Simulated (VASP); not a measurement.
Data:

```
CELL_PARAMETERS angstrom
      0.00000     3.04053     2.95468
      2.95554     0.00000     2.95468
      2.95554     3.04053     0.00000
ATOMIC_POSITIONS crystal
  Pb 0.00000 0.00000 0.00000
  F  0.25000 0.25000 0.25000
  F  0.74033 0.75967 0.75967
```

All values below come from PBE GGA with D3 dispersion (Becke-Johnson damping), VASP's PBE PAW potentials (set 64) (plane waves; VASP). Numerical set-up: 520 eV cut-off, 6×6×6 Γ-centred mesh, Gaussian smearing of 0.050 eV, potentials Pb_d F.

Task: Which forces act on the atoms, in eV/Å?

Result: 
| atom | Fx | Fy | Fz |
|---|---|---|---|
| Pb1 | 0.040 | 0.000 | 0.000 |
| F2 | 0.104 | 0.000 | 0.000 |
| F3 | -0.144 | 0.000 | 0.000 |

Task: Give the stress tensor in GPa (positive for a compressed cell).

Result: 
```
 0.20   0.00   0.00
 0.00  -1.34   0.44
 0.00   0.44   0.18
```
The pressure is its mean diagonal, -0.32 GPa.

The compound is PbF2 in the fluorite structure, the β form. The cell was not relaxed at this level, atoms are displaced from their ideal sites. The run is one of a series of settings (IVDW = 12 against the base run), some of them coarse on purpose.
